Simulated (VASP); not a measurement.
```
SrTe
1.0
    0.00000     3.39660     3.39660
    3.39660     0.00000     3.39660
    3.39660     3.39660     0.00000
Sr Te
1 1
Direct
  0.00000   0.00000   0.00000
  0.50000   0.50000   0.50000
```

The base run (VASP): PBE GGA, plane waves, VASP's PBE PAW potentials (set 64). Run with 400 eV cut-off, 6×6×6 Γ-centred mesh, Gaussian smearing of 0.050 eV, potentials Sr_sv Te.

One setting is varied; ΔE counts from the base run. The base run took about 6 core-seconds. Times come from single runs on busy shared machines, so they are rough: good to a factor of about 2.

Pressures at a finite cut-off, here 400 eV, hold a Pulay part, which wasn't tested here.

| setting | cost over the base run | electronic steps | ΔE (meV/atom) | pressure (GPa) |
|---|---|---|---|---|
| base run | reference | 13 | 0.0 | -0.94 |
| ISYM = 1 | within a factor of 2 | 13 | 0.0 | -0.94 |
| SYMPREC = 1E-3 | within a factor of 2 | 13 | 0.0 | -0.94 |
| ISYM = 0 | about 3 times | 13 | 0.0 | -0.94 |
| ISYM = -1 | ___ | 13 | 0.0 | -0.94 |

Q: What belongs in the gaps?

A: 
- ISYM = -1, cost over the base run: about 6 times

Left out are runs that failed, have no time on record or changed the cell.

The compound is SrTe in the rock salt structure. The cell was not relaxed at this level.
